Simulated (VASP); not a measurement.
Calculation: PBE GGA, VASP's PBE PAW potentials (set 64) (plane waves; VASP 6.6.1).

A VASP calculation is set up with these files.

**INCAR**
```
SYSTEM = Ga32As31Sb
PREC = Normal
ENCUT = 400
EDIFF = 1E-5
NELM = 100
ALGO = Fast
LREAL = Auto
LASPH = .TRUE.
ISMEAR = 0
SIGMA = 0.05
GGA = PE
LMAXMIX = 4
LWAVE = .TRUE.
LCHARG = .FALSE.
NELMIN = 4
ISYM = 0
NELECT = 255.0
ISPIN = 2
NUPDOWN = 1
MAGMOM = 64*0.0156
LORBIT = 10
IBRION = 2
ISIF = 2
NSW = 60
EDIFFG = -0.03
```

File POSCAR:
```
Ga32As31Sb
1.0
 11.5222104212   0.0000000000   0.0000000000
  0.0000000000  11.5222104212   0.0000000000
  0.0000000000   0.0000000000  11.5222104212
Ga As Sb
32 31 1
direct
  0.5000000000   0.0000000000   0.0000000000
  0.7500000000   0.2500000000   0.0000000000
  0.7500000000   0.0000000000   0.2500000000
  0.0000000000   0.0000000000   0.0000000000
  0.2500000000   0.2500000000   0.0000000000
  0.5000000000   0.5000000000   0.0000000000
  0.7500000000   0.7500000000   0.0000000000
  0.2500000000   0.0000000000   0.2500000000
  0.4978500000   0.2461890000   0.2537800000
  0.7490360000   0.4989270000   0.2513410000
  0.5000000000   0.0000000000   0.5000000000
  0.7523860000   0.2483360000   0.5042320000
  0.7500000000   0.0000000000   0.7500000000
  0.0000000000   0.5000000000   0.0000000000
  0.2500000000   0.7500000000   0.0000000000
  0.0000000000   0.2500000000   0.2500000000
  0.2500000000   0.5000000000   0.2500000000
  0.5000000000   0.7500000000   0.2500000000
  0.0000000000   0.0000000000   0.5000000000
  0.2500000000   0.2500000000   0.5000000000
  0.4995300000   0.4975620000   0.5034130000
  0.7500000000   0.7500000000   0.5000000000
  0.2500000000   0.0000000000   0.7500000000
  0.5000000000   0.2500000000   0.7500000000
  0.7500000000   0.5000000000   0.7500000000
  0.0000000000   0.7500000000   0.2500000000
  0.0000000000   0.5000000000   0.5000000000
  0.2500000000   0.7500000000   0.5000000000
  0.0000000000   0.2500000000   0.7500000000
  0.2500000000   0.5000000000   0.7500000000
  0.5000000000   0.7500000000   0.7500000000
  0.0000000000   0.7500000000   0.7500000000
  0.6250000000   0.1250000000   0.1250000000
  0.8750000000   0.3750000000   0.1250000000
  0.8750000000   0.1250000000   0.3750000000
  0.1250000000   0.1250000000   0.1250000000
  0.3750000000   0.3750000000   0.1250000000
  0.6250000000   0.6250000000   0.1250000000
  0.8750000000   0.8750000000   0.1250000000
  0.3750000000   0.1250000000   0.3750000000
  0.8750000000   0.6250000000   0.3750000000
  0.6250000000   0.1250000000   0.6250000000
  0.8750000000   0.3750000000   0.6250000000
  0.8750000000   0.1250000000   0.8750000000
  0.1250000000   0.6250000000   0.1250000000
  0.3750000000   0.8750000000   0.1250000000
  0.1250000000   0.3750000000   0.3750000000
  0.3750000000   0.6250000000   0.3750000000
  0.6250000000   0.8750000000   0.3750000000
  0.1250000000   0.1250000000   0.6250000000
  0.3750000000   0.3750000000   0.6250000000
  0.6250000000   0.6250000000   0.6250000000
  0.8750000000   0.8750000000   0.6250000000
  0.3750000000   0.1250000000   0.8750000000
  0.6250000000   0.3750000000   0.8750000000
  0.8750000000   0.6250000000   0.8750000000
  0.1250000000   0.8750000000   0.3750000000
  0.1250000000   0.6250000000   0.6250000000
  0.3750000000   0.8750000000   0.6250000000
  0.1250000000   0.3750000000   0.8750000000
  0.3750000000   0.6250000000   0.8750000000
  0.6250000000   0.8750000000   0.8750000000
  0.1250000000   0.8750000000   0.8750000000
  0.6254130000   0.3791350000   0.3785160000
```

KPOINTS:
```
kpoints
0
Gamma
 1 1 1
0 0 0
```

POTCAR, in this order: Ga As Sb (PBE.64 set). Program: vasp_gam.

The run wrote:

OSZICAR:
```
       N       E                     dE             d eps       ncg     rms          rms(c)
DAV:   1     0.154905898643E+04    0.15491E+04   -0.91692E+04   640   0.112E+03
DAV:   2    -0.629350375928E+02   -0.16120E+04   -0.15313E+04   808   0.202E+02
DAV:   3    -0.258734903762E+03   -0.19580E+03   -0.19107E+03   768   0.728E+01
DAV:   4    -0.265200615689E+03   -0.64657E+01   -0.64126E+01   744   0.140E+01
DAV:   5    -0.265371576291E+03   -0.17096E+00   -0.17042E+00   792   0.216E+00    0.208E+01
RMM:   6    -0.260855873374E+03    0.45157E+01   -0.67176E+00   640   0.363E+00    0.122E+01
RMM:   7    -0.260149401360E+03    0.70647E+00   -0.10269E+01   640   0.436E+00    0.275E+00
RMM:   8    -0.260062491477E+03    0.86910E-01   -0.17205E+00   640   0.230E+00    0.102E+00
RMM:   9    -0.260029596601E+03    0.32895E-01   -0.10824E-01   647   0.660E-01    0.441E-01
RMM:  10    -0.260029178889E+03    0.41771E-03   -0.52953E-02   647   0.335E-01    0.242E-01
RMM:  11    -0.260031386642E+03   -0.22078E-02   -0.80847E-03   640   0.194E-01    0.511E-02
RMM:  12    -0.260031554312E+03   -0.16767E-03   -0.11127E-03   651   0.648E-02    0.242E-02
RMM:  13    -0.260031593963E+03   -0.39651E-04   -0.22820E-04   681   0.256E-02    0.177E-02
RMM:  14    -0.260031610955E+03   -0.16992E-04   -0.10043E-04   608   0.182E-02    0.418E-03
RMM:  15    -0.260031614934E+03   -0.39790E-05   -0.20848E-05   412   0.753E-03
   1 F= -.26003161E+03 E0= -.26001313E+03  d E =-.260032E+03  mag=     1.0000
       N       E                     dE             d eps       ncg     rms          rms(c)
DAV:   1    -0.260266775828E+03   -0.23516E+00   -0.35020E+00   696   0.334E+00    0.108E+00
RMM:   2    -0.260283505130E+03   -0.16729E-01   -0.24741E-01   640   0.791E-01    0.342E-01
RMM:   3    -0.260286031461E+03   -0.25263E-02   -0.38031E-02   662   0.320E-01    0.146E-01
RMM:   4    -0.260286532129E+03   -0.50067E-03   -0.71440E-03   682   0.129E-01    0.102E-01
RMM:   5    -0.260286610370E+03   -0.78241E-04   -0.12655E-03   648   0.629E-02    0.273E-02
RMM:   6    -0.260286640414E+03   -0.30044E-04   -0.26386E-04   669   0.290E-02    0.149E-02
RMM:   7    -0.260286641119E+03   -0.70482E-06   -0.65766E-05   518   0.140E-02
   2 F= -.26028664E+03 E0= -.26026675E+03  d E =-.255026E+00  mag=     1.0000
       N       E                     dE             d eps       ncg     rms          rms(c)
DAV:   1    -0.260305865457E+03   -0.19225E-01   -0.66719E-01   704   0.143E+00    0.443E-01
RMM:   2    -0.260308918031E+03   -0.30526E-02   -0.43873E-02   640   0.333E-01    0.139E-01
RMM:   3    -0.260309408581E+03   -0.49055E-03   -0.69166E-03   664   0.134E-01    0.643E-02
RMM:   4    -0.260309489809E+03   -0.81228E-04   -0.11912E-03   671   0.533E-02    0.423E-02
RMM:   5    -0.260309505509E+03   -0.15700E-04   -0.20152E-04   633   0.261E-02    0.121E-02
RMM:   6    -0.260309511007E+03   -0.54984E-05   -0.47223E-05   497   0.124E-02
   3 F= -.26030951E+03 E0= -.26028897E+03  d E =-.277896E+00  mag=     1.0000
       N       E                     dE             d eps       ncg     rms          rms(c)
DAV:   1    -0.260339680485E+03   -0.30175E-01   -0.89593E-01   680   0.174E+00    0.403E-01
RMM:   2    -0.260344612774E+03   -0.49323E-02   -0.59794E-02   640   0.428E-01    0.121E-01
RMM:   3    -0.260345519783E+03   -0.90701E-03   -0.95148E-03   654   0.173E-01    0.715E-02
RMM:   4    -0.260345542802E+03   -0.23019E-04   -0.12216E-03   646   0.680E-02    0.379E-02
RMM:   5    -0.260345564784E+03   -0.21982E-04   -0.37489E-04   648   0.356E-02    0.128E-02
RMM:   6    -0.260345571479E+03   -0.66946E-05   -0.89715E-05   558   0.161E-02
   4 F= -.26034557E+03 E0= -.26032477E+03  d E =-.360605E-01  mag=     1.0000
       N       E                     dE             d eps       ncg     rms          rms(c)
DAV:   1    -0.260349408019E+03   -0.38432E-02   -0.48759E-01   688   0.128E+00    0.291E-01
RMM:   2    -0.260352131855E+03   -0.27238E-02   -0.32741E-02   640   0.315E-01    0.878E-02
RMM:   3    -0.260352622210E+03   -0.49036E-03   -0.51550E-03   654   0.128E-01    0.519E-02
RMM:   4    -0.260352638217E+03   -0.16007E-04   -0.71385E-04   648   0.508E-02    0.273E-02
RMM:   5    -0.260352651265E+03   -0.13048E-04   -0.19531E-04   649   0.257E-02    0.984E-03
RMM:   6    -0.260352654875E+03   -0.36102E-05   -0.43703E-05   463   0.116E-02
   5 F= -.26035265E+03 E0= -.26033166E+03  d E =-.431439E-01  mag=     1.0000
       N       E                     dE             d eps       ncg     rms          rms(c)
DAV:   1    -0.260358328089E+03   -0.56768E-02   -0.15582E-01   704   0.749E-01    0.151E-01
RMM:   2    -0.260359134756E+03   -0.80667E-03   -0.11393E-02   641   0.194E-01    0.526E-02
RMM:   3    -0.260359301033E+03   -0.16628E-03   -0.19576E-03   678   0.800E-02    0.332E-02
RMM:   4    -0.260359295021E+03    0.60119E-05   -0.23505E-04   641   0.304E-02    0.135E-02
RMM:   5    -0.260359301073E+03   -0.60523E-05   -0.71735E-05   603   0.155E-02
   6 F= -.26035930E+03 E0= -.26033836E+03  d E =-.664620E-02  mag=     1.0000
       N       E                     dE             d eps       ncg     rms          rms(c)
DAV:   1    -0.260360474441E+03   -0.11794E-02   -0.72961E-02   680   0.512E-01    0.103E-01
RMM:   2    -0.260360860391E+03   -0.38595E-03   -0.54085E-03   641   0.133E-01    0.364E-02
RMM:   3    -0.260360945207E+03   -0.84817E-04   -0.95321E-04   679   0.554E-02    0.236E-02
RMM:   4    -0.260360943419E+03    0.17880E-05   -0.11307E-04   641   0.210E-02    0.100E-02
RMM:   5    -0.260360946616E+03   -0.31967E-05   -0.35397E-05   453   0.109E-02
   7 F= -.26036095E+03 E0= -.26034003E+03  d E =-.829174E-02  mag=     1.0000
       N       E                     dE             d eps       ncg     rms          rms(c)
DAV:   1    -0.260360985857E+03   -0.42438E-04   -0.34193E-03   744   0.111E-01    0.232E-02
RMM:   2    -0.260361005793E+03   -0.19936E-04   -0.27305E-04   639   0.298E-02    0.841E-03
RMM:   3    -0.260361010534E+03   -0.47412E-05   -0.48945E-05   482   0.126E-02    0.545E-03
RMM:   4    -0.260361010678E+03   -0.14393E-06   -0.60572E-06   372   0.479E-03
   8 F= -.26036101E+03 E0= -.26034009E+03  d E =-.835580E-02  mag=     1.0000
       N       E                     dE             d eps       ncg     rms          rms(c)
DAV:   1    -0.260362306694E+03   -0.12962E-02   -0.57152E-02   672   0.450E-01    0.880E-02
RMM:   2    -0.260362623674E+03   -0.31698E-03   -0.39541E-03   641   0.115E-01    0.289E-02
RMM:   3    -0.260362686018E+03   -0.62344E-04   -0.65657E-04   672   0.466E-02    0.189E-02
RMM:   4    -0.260362684175E+03    0.18434E-05   -0.78614E-05   592   0.177E-02
   9 F= -.26036268E+03 E0= -.26034178E+03  d E =-.167350E-02  mag=     1.0000
```

### OUTCAR
```
------------------------ aborting loop because EDIFF is reached ----------------------------------------
  FORCE on cell =-STRESS in cart. coord.  units (eV):
  Direction    XX          YY          ZZ          XY          YZ          ZX
  --------------------------------------------------------------------------------------
  Total       -1.6119218     -1.6284977     -1.6108209      0.1314030      0.0181878     -0.0792594
  in kB       -1.6882904     -1.7056516     -1.6871373      0.1376286      0.0190495     -0.0830145
  external PRESSURE =      -1.6936931 kB  Pullay stress =       0.0000000 kB
  volume of cell :     1529.70
      direct lattice vectors                 reciprocal lattice vectors
    11.522210421  0.000000000  0.000000000     0.086788903  0.000000000  0.000000000
     0.000000000 11.522210421  0.000000000     0.000000000  0.086788903  0.000000000
     0.000000000  0.000000000 11.522210421     0.000000000  0.000000000  0.086788903
  FREE ENERGIE OF THE ION-ELECTRON SYSTEM (eV)
  ---------------------------------------------------
  free  energy   TOTEN  =      -260.3626841746 eV

  energy  without entropy=     -260.3208757948  energy(sigma->0) =     -260.34177998

 total charge

# of ion       s       p       d       tot
------------------------------------------
    1        1.060   1.142   0.126   2.328
    2        1.059   1.133   0.124   2.316
    3        1.059   1.133   0.124   2.316
    4        1.059   1.133   0.124   2.317
    5        1.060   1.142   0.126   2.328
    6        1.059   1.133   0.124   2.316
    7        1.060   1.142   0.126   2.328
    8        1.060   1.143   0.126   2.329
    9        1.066   1.171   0.122   2.359
   10        1.066   1.171   0.122   2.359
   11        1.059   1.132   0.124   2.315
   12        1.066   1.170   0.122   2.358
   13        1.060   1.143   0.126   2.330
   14        1.060   1.142   0.126   2.328
   15        1.059   1.133   0.124   2.317
   16        1.059   1.133   0.124   2.316
   17        1.059   1.133   0.124   2.316
   18        1.059   1.132   0.124   2.315
   19        1.060   1.143   0.126   2.329
   20        1.059   1.132   0.124   2.315
   21        1.066   1.170   0.122   2.358
   22        1.059   1.132   0.124   2.315
   23        1.059   1.133   0.124   2.317
   24        1.059   1.133   0.124   2.315
   25        1.059   1.132   0.124   2.315
   26        1.060   1.142   0.126   2.328
   27        1.059   1.133   0.124   2.316
   28        1.060   1.143   0.126   2.329
   29        1.060   1.143   0.126   2.330
   30        1.060   1.144   0.126   2.330
   31        1.060   1.143   0.126   2.329
   32        1.059   1.133   0.124   2.317
   33        1.198   1.588   0.024   2.811
   34        1.198   1.588   0.024   2.810
   35        1.198   1.587   0.024   2.810
   36        1.199   1.585   0.024   2.807
   37        1.198   1.589   0.024   2.811
   38        1.198   1.588   0.024   2.810
   39        1.199   1.585   0.024   2.807
   40        1.199   1.587   0.024   2.810
   41        1.198   1.588   0.024   2.811
   42        1.198   1.588   0.024   2.810
   43        1.198   1.587   0.024   2.810
   44        1.199   1.585   0.024   2.807
   45        1.199   1.585   0.024   2.807
   46        1.199   1.585   0.024   2.807
   47        1.198   1.588   0.024   2.811
   48        1.198   1.588   0.024   2.810
   49        1.198   1.588   0.024   2.811
   50        1.199   1.585   0.024   2.808
   51        1.199   1.587   0.024   2.810
   52        1.198   1.587   0.024   2.810
   53        1.199   1.585   0.024   2.808
   54        1.199   1.585   0.024   2.808
   55        1.198   1.588   0.024   2.811
   56        1.199   1.585   0.024   2.807
   57        1.198   1.595   0.025   2.818
   58        1.199   1.585   0.024   2.808
   59        1.199   1.585   0.024   2.808
   60        1.198   1.596   0.025   2.818
   61        1.199   1.585   0.024   2.807
   62        1.198   1.595   0.025   2.818
   63        1.199   1.583   0.024   2.806
   64        1.106   1.409   0.025   2.540
--------------------------------------------------
tot         72.183  87.136   4.762 164.082

 magnetization (x)

# of ion       s       p       d       tot
------------------------------------------
    1       -0.001   0.003   0.002   0.005
    2       -0.000   0.002   0.002   0.004
    3       -0.000   0.002   0.002   0.004
    4       -0.000   0.003   0.002   0.005
    5       -0.000   0.003   0.002   0.005
    6       -0.000   0.002   0.002   0.004
    7       -0.000   0.003   0.002   0.005
    8       -0.001   0.003   0.002   0.005
    9       -0.001   0.005   0.003   0.007
   10       -0.001   0.005   0.003   0.007
   11       -0.000   0.002   0.002   0.004
   12       -0.001   0.005   0.003   0.007
   13       -0.001   0.003   0.002   0.005
   14       -0.001   0.003   0.002   0.005
   15       -0.000   0.003   0.002   0.005
   16       -0.000   0.002   0.002   0.004
   17       -0.000   0.002   0.002   0.004
...
```
(Selected blocks of OUTCAR.)

**CONTCAR**
```
Ga32As31Sb
   1.00000000000000
    11.5222104212000005    0.0000000000000000    0.0000000000000000
     0.0000000000000000   11.5222104212000005    0.0000000000000000
     0.0000000000000000    0.0000000000000000   11.5222104212000005
  Ga              As              Sb
    32    31     1
Direct
     0.5002351440996669    0.9991808458258554    0.9994459725586200
     0.7497800101250289    0.2500550545193330    0.9997907823077247
     0.7498525908724246    0.9995652824696166    0.2500504634575311
     0.9998993892441407    0.0000805250823923    0.0000980591974039
     0.2494336149441199    0.2503249040538076    0.9995458754606044
     0.4999727920753780    0.4996236437773388    0.9999086562610585
     0.7498181429970349    0.7508202750790010    0.9992998465686379
     0.2488635064774456    0.9988086695866414    0.2499415316427783
     0.4941082691494257    0.2437792835554460    0.2452055256087783
     0.7556058251823341    0.5055960069101223    0.2445549299250825
     0.5001582781120357    0.9990729132034637    0.5001882541774667
     0.7567056167243884    0.2436389432005854    0.5071599597359334
     0.7499534515292731    0.9988303870357921    0.7511909300011277
     0.0008418474397449    0.4998254829395905    0.9993221308564915
     0.2501019532440834    0.7498794732800644    0.0001131095021777
     0.0004311502897303    0.2500973495517938    0.2501498013479659
     0.2498302432670459    0.4997980522899873    0.2500522016325551
     0.5000807465375593    0.7502227333859828    0.2503135135631627
     0.0008851449055711    0.9989747627339188    0.4998404280534783
     0.2489424200628426    0.2499595237070628    0.5000242637151586
     0.4934036800042588    0.5058784255890681    0.5074612801129263
     0.7499510580528964    0.7504804974143234    0.4998436501265973
     0.2501065031350313    0.0000400996290129    0.7499654891899710
     0.5001630278806559    0.2498145713511062    0.7510255540984140
     0.7499206961858982    0.5000116194534001    0.7508613980771207
     0.0009067519261612    0.7508318790504016    0.2501935635463811
     0.0006330538469627    0.5000361508397763    0.4998313652884946
     0.2491831845565317    0.7508086914666089    0.4997275010202182
     0.0011692253063307    0.2500390678463953    0.7513803514866043
     0.2486764345919956    0.5000921925997275    0.7514253307114358
     0.5001104516516408    0.7510172832377972    0.7513212928676325
     0.9999267807060710    0.7499424845667242    0.7499150841050831
     0.6250941487201648    0.1235915949464607    0.1237232261471728
     0.8764480564198887    0.3747777056605385    0.1235316115147053
     0.8767168629853848    0.1232658485510594    0.3748273202149866
     0.1250297624930527    0.1250427672199545    0.1249320460174410
     0.3737770150862037    0.3749354845200584    0.1239092775082242
     0.6247516478320797    0.6264590629115114    0.1234910035657620
     0.8750329794016992    0.8749560763560940    0.1250017727361739
     0.3728429850445604    0.1227415568008035    0.3756013154535282
     0.8766090297111668    0.6266123809480302    0.3751603068365097
     0.6247622160365400    0.1229737624600206    0.6270676720003500
     0.8772741864850826    0.3754372080570707    0.6272851873976785
     0.8749408375000691    0.1249823160234080    0.8750671710820312
     0.1250197657728639    0.6249786866726070    0.1250255170770855
     0.3750342196264477    0.8749311451596248    0.1250142957066844
     0.1249915153587755    0.3750959377225447    0.3748637252830840
     0.3734985160481148    0.6263723720319581    0.3750114906030919
     0.6250328056067994    0.8749585169276508    0.3749348197268582
     0.1247653836851007    0.1248411665852150    0.6251506411799704
     0.3726030436280621    0.3744134056559023    0.6274823075766441
     0.6252462081170908    0.6269699814377007    0.6270519081220891
     0.8750072770975450    0.8750326742474771    0.6250080944932971
     0.3749207728993954    0.1248815415330285    0.8752803906029430
     0.6249868556999563    0.3750105205164376    0.8751692874830558
     0.8750989503312646    0.6250975048898896    0.8751698649224279
     0.1249646186329267    0.8748824243238044    0.3750312756591119
     0.1250783893909503    0.6251199808107291    0.6249970775921416
     0.3749201841653150    0.8747834081240671    0.6251440874363832
     0.1250484806294725    0.3749885739272045    0.8754202283357213
     0.3750106987273180    0.6249491324619357    0.8751221675982320
     0.6249897137625333    0.8750428748283948    0.8752923426802605
     0.1250036205793596    0.8750200320528362    0.8749783172891079
     0.6250632674011075    0.3748762804038502    0.3763881539526282
```

The cell is charged, with a uniform compensating background. The supercell is sampled at Γ alone, which is coarse: total energies, pressure and levels can be off, energies of defects by several tenths of an eV.

The cell is a supercell with a defect, built from GaAs (zinc blende): Sb_As, charge +1.
